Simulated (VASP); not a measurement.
```
MnF2
1.0
    4.84564     0.00000     0.00000
    0.00000     4.84564     0.00000
    0.00000     0.00000     3.28050
Mn F
2 4
Direct
  0.00000   0.00000   0.00000
  0.50000   0.50000   0.50000
  0.30360   0.30360   0.00000
  0.80360   0.19640   0.50000
  0.19640   0.80360   0.50000
  0.69640   0.69640   0.00000
```

Computed with PBEsol GGA with spin-orbit coupling, VASP's PBE PAW potentials (set 64) (plane waves; VASP). Settings: ISYM = 0, 520 eV cut-off, 4×4×6 Γ-centred mesh, Gaussian smearing of 0.050 eV, potentials Mn_pv F. Starting moments (MAGMOM): 0 0 4.5 0 0 -4.5 0 0 -0.0 0 0 0.0 0 0 0.0 0 0 -0.0.

### Question
Give the energies of bands 49 to 62 at the high-symmetry points, in eV from the valence-band maximum.

### Answer

```csv
band,Γ,Y,C0,Z,A0,T,S,R
49,-1.30,-1.22,-1.22,-1.19,-1.31,-1.31,-1.27,-1.32
50,-1.30,-1.22,-1.22,-1.19,-1.31,-1.31,-1.27,-1.31
51,-0.39,-0.55,-0.55,-0.52,-0.55,-0.55,-0.06,-0.63
52,-0.39,-0.55,-0.55,-0.52,-0.55,-0.55,-0.06,-0.63
53,-0.07,-0.07,-0.07,-0.23,-0.06,-0.06,0.00,-0.04
54,-0.07,-0.07,-0.07,-0.23,-0.06,-0.06,0.00,-0.03
55,2.05,2.53,2.53,2.72,2.69,2.69,2.45,2.70
56,2.05,2.53,2.53,2.72,2.69,2.69,2.45,2.70
57,2.45,2.96,2.96,2.77,2.75,2.75,2.90,2.76
58,2.45,2.96,2.96,2.77,2.75,2.75,2.90,2.76
59,2.97,2.97,2.97,2.87,2.96,2.96,2.94,2.95
60,2.97,2.97,2.97,2.87,2.96,2.96,2.94,2.95
61,2.99,3.20,3.20,3.62,3.53,3.53,3.78,3.61
62,2.99,3.20,3.20,3.62,3.53,3.53,3.78,3.62
```

The gap is indirect, 2.05 eV, from the valence maximum at S to the conduction minimum at Γ.

The compound is MnF2 in the rutile structure. It was relaxed first.
